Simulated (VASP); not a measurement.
Set up this calculation in VASP 6.6.1, as the native input.

| Quantity | Value |
| --- | --- |
| Task | Born charges and dielectric tensor |
| Functional | PBE |
| Potentials or basis | VASP PAW PBE potentials, release 64 (Ga_d, N) |
| Cutoff | 600 eV |
| k mesh | 10 × 10 × 10 |
| Occupations | gaussian, width 0.02 eV |
| Spin | no spin polarisation |
| Further INCAR settings | ALGO = Normal; EDIFF = 1e-08; IBRION = 8; NSW = 1 |

The structure of GaN lies in POSCAR:

```
GaN
1.0
    0.0000000000      2.2741000000      2.2741000000
    2.2741000000      0.0000000000      2.2741000000
    2.2741000000      2.2741000000      0.0000000000
Ga N
1 1
Direct
    0.0000000000      0.0000000000      0.0000000000
    0.2500000000      0.2500000000      0.2500000000
```

The cell is a database's computed one.

One way to write it, as run:

INCAR

```
SYSTEM = GaN
PREC     = Accurate       ! precision mode
ENCUT    = 600            ! plane-wave cutoff, eV
EDIFF    = 1E-8           ! SCF threshold, eV
ISMEAR   = 0              ! smearing method
SIGMA    = 0.02           ! smearing width, eV
LREAL    = .FALSE.        ! projectors in reciprocal space
LASPH    = .TRUE.         ! aspherical terms in the spheres
NELM     = 100            ! most SCF steps
ALGO     = Normal         ! electronic algorithm
ISIF     = 2              ! what is computed and relaxed
LWAVE    = .FALSE.        ! write WAVECAR
LCHARG   = .FALSE.        ! write CHGCAR
GGA      = PE             ! functional
LEPSILON = .TRUE.         ! dielectric tensor by DFPT
IBRION   = 8              ! ionic algorithm
NSW      = 1              ! ionic steps
```

KPOINTS

```
Automatic mesh
0
G
  10 10 10
  0 0 0
```

Potentials or basis: VASP PAW PBE potentials, release 64 (Ga_d, N).

The run is started by

```sh
$ cat potpaw_PBE.64/Ga_d/POTCAR potpaw_PBE.64/N/POTCAR > POTCAR
$ mpirun -np 1 vasp_std > vasp.out
```

Results of the run:

- Band gap on the k mesh: 1.55 eV, direct
- Electronic dielectric tensor (diagonal): 6.24
- Born charges (mean of the diagonal): Ga +2.68; N -2.68 e
- Highest phonon frequency at Γ, LO-TO splitting left out: 513 cm⁻¹

Run time: 7 min on 1 thread of Intel(R) Xeon(R) Platinum 8488C (Sapphire Rapids) (shared host), peak memory 0.3 GiB.
